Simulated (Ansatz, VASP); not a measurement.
## Two plane-wave programs on As3Ru

```xyz
8
Lattice="6.5328 0.0000 0.0000 -3.2664 5.6576 0.0000 0.0000 0.0000 4.1495" Properties=species:S:1:pos:R:3 pbc="T T T"
As    3.2664    3.4235    1.0374
As   -1.3317    4.5406    3.1121
As    1.9347    1.1170    1.0374
As    0.0000    2.2340    3.1121
As    4.5981    1.1170    1.0374
As    1.3317    4.5406    3.1121
Ru    0.0000    3.7717    1.0374
Ru    3.2664    1.8859    3.1121
```

Alike in both runs: functional PBE; k mesh 9 × 9 × 8; occupations gaussian, width 0.1 eV; no spin polarisation.

Ansatz relaxed the structure, and its values are those at the end. VASP's run is a single point on that final structure, the one shown.

|  | VASP | Ansatz |
| --- | --- | --- |
| version | VASP 6.6.1 | Ansatz 0.2.0 |
| potentials or method | VASP PAW PBE potentials, release 64 (As, Ru_pv) | scalar-relativistic, plane waves, PAW |
| plane-wave cutoff (eV) | 520 | 420 |
| valence electrons in the cell | 58 | 122 |

VASP gave:

- gap on the k mesh at the Fermi level (eV): none
- pressure (GPa): 0.2
- rms of the force components (eV/Å): 0.017

Problem. What did Ansatz give for the same quantities?

Solution. gap on the k mesh at the Fermi level (eV): none; pressure (GPa): 0.0; rms of the force components (eV/Å): 0.001.

A gap of «none» marks a metal or a gap that the smearing closes. The functional is the same, so the differences come from potentials, cutoffs and numerics. The two sets of potentials don't hold the same shells in valence.
